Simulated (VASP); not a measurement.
Consider the following.

```
CELL_PARAMETERS angstrom
      0.00000     2.71321     2.71321
      2.71321     0.00000     2.71321
      2.71321     2.71321     0.00000
ATOMIC_POSITIONS crystal
  Cu 0.00000 0.00000 0.00000
  Cl 0.25000 0.25000 0.25000
```

Level of theory: PBE GGA, VASP's PBE PAW potentials (set 64) (plane waves; VASP). Numerical set-up: 520 eV cut-off, 8×8×8 Γ-centred mesh, Gaussian smearing of 0.050 eV, potentials Cu Cl.

**Question.** What does the run give for the energy per atom (σ→0), band gap (on the k-mesh) with the smallest direct gap where there is one?

**Answer.** 
band gap (on the k-mesh): 0.53 eV
smallest direct gap (on the k-mesh): 0.53 eV
energy per atom (σ→0): -3.171 eV/atom

Only differences to runs with the same potentials and settings are physical.

The compound is CuCl in the zinc blende structure. It was relaxed first.
